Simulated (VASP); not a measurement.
Output of a VASP run:

### OSZICAR
```
       N       E                     dE             d eps       ncg     rms          rms(c)
DAV:   1     0.467932194380E+02    0.46793E+02   -0.49268E+03  2568   0.853E+02
DAV:   2    -0.198870138859E+02   -0.66680E+02   -0.62349E+02  2524   0.207E+02
DAV:   3    -0.225521725311E+02   -0.26652E+01   -0.25972E+01  3260   0.466E+01
DAV:   4    -0.226033503184E+02   -0.51178E-01   -0.51061E-01  2928   0.660E+00
DAV:   5    -0.226048369404E+02   -0.14866E-02   -0.14863E-02  3288   0.109E+00    0.150E+01
DAV:   6    -0.265580614732E+02   -0.39532E+01   -0.45151E+01  3132   0.136E+02    0.186E+01
DAV:   7    -0.210029894700E+02    0.55551E+01   -0.18601E+01  3272   0.105E+02    0.362E+00
DAV:   8    -0.210233901969E+02   -0.20401E-01   -0.12023E+00  3008   0.899E+00    0.198E+00
DAV:   9    -0.209812592016E+02    0.42131E-01   -0.12300E-01  3164   0.696E+00    0.446E-01
DAV:  10    -0.209805778519E+02    0.68135E-03   -0.63706E-03  3172   0.943E-01    0.774E-02
DAV:  11    -0.209805172332E+02    0.60619E-04   -0.40540E-04  3664   0.353E-01    0.430E-02
DAV:  12    -0.209805260764E+02   -0.88432E-05   -0.22508E-05  2760   0.507E-02    0.218E-02
DAV:  13    -0.209805252492E+02    0.82719E-06   -0.28031E-06  3108   0.138E-02
   1 F= -.20980525E+02 E0= -.20960945E+02  d E =-.391615E-01
```

### OUTCAR
```
------------------------ aborting loop because EDIFF is reached ----------------------------------------
  FORCE on cell =-STRESS in cart. coord.  units (eV):
  Direction    XX          YY          ZZ          XY          YZ          ZX
  --------------------------------------------------------------------------------------
  Total       -1.1791503     -1.1791503     -1.1791503     -0.0000000     -0.0000000      0.0000000
  in kB      -49.0733133    -49.0733133    -49.0733133     -0.0000000     -0.0000000      0.0000000
  external PRESSURE =     -49.0733133 kB  Pullay stress =       0.0000000 kB
  volume of cell :       38.50
      direct lattice vectors                 reciprocal lattice vectors
     0.000000000  2.680000000  2.680000000    -0.186567164  0.186567164  0.186567164
     2.680000000  0.000000000  2.680000000     0.186567164 -0.186567164  0.186567164
     2.680000000  2.680000000  0.000000000     0.186567164  0.186567164 -0.186567164
 POSITION                                       TOTAL-FORCE (eV/Angst)
 -----------------------------------------------------------------------------------
      0.00000      0.00000      0.00000         0.000000      0.000000     -0.000000
      1.34000      1.34000      1.34000         0.000000      0.000000      0.000000
      4.02000      4.02000      4.02000        -0.000000     -0.000000     -0.000000
 -----------------------------------------------------------------------------------
    total drift:                               -0.000000      0.000000      0.000000
  FREE ENERGIE OF THE ION-ELECTRON SYSTEM (eV)
  ---------------------------------------------------
  free  energy   TOTEN  =       -20.9805252492 eV

  energy  without entropy=      -20.9413637615  energy(sigma->0) =      -20.96094451
```
(Selected blocks of OUTCAR.)

**POSCAR**
```
CoSi2
1
    0.0000000000     2.6800000000     2.6800000000
    2.6800000000     0.0000000000     2.6800000000
    2.6800000000     2.6800000000     0.0000000000
Co Si
1 2
Direct
  0.0000000000   0.0000000000   0.0000000000
  0.2500000000   0.2500000000   0.2500000000
  0.7500000000   0.7500000000   0.7500000000
```

Reconstruct the remaining input files.

One answer among several that fit: the input of the run itself, PBEsol GGA, plane waves, VASP's PBE PAW potentials (set 64).

### KPOINTS
```
kpoints
0
G
  14 14 14
0 0 0
```

**INCAR**
```
SYSTEM = CoSi2
PREC = Accurate; ENCUT = 300; LREAL = .FALSE.
LASPH = .TRUE.
EDIFF = 1E-6; NELM = 100; ALGO = Normal
LMAXMIX = 4
ISMEAR = 0; SIGMA = 0.272
GGA = PS
ISIF = 2
LWAVE = .FALSE.; LCHARG = .FALSE.
```

POTCAR, in this order: Co Si (PBE.64 set). Program: vasp_std.

At this cut-off the stress carries a Pulay error, which pulls relaxed volumes low.

The structure is a typed CoSi2 crystal (Fm-3m). The cell was not relaxed at this level. The run is one of a series of settings (GGA = PS against the base run), some of them coarse on purpose. The run is not spin-polarised, so no magnetic state was tried. The electron count is odd and the run is not spin-polarised, which forces a metal.
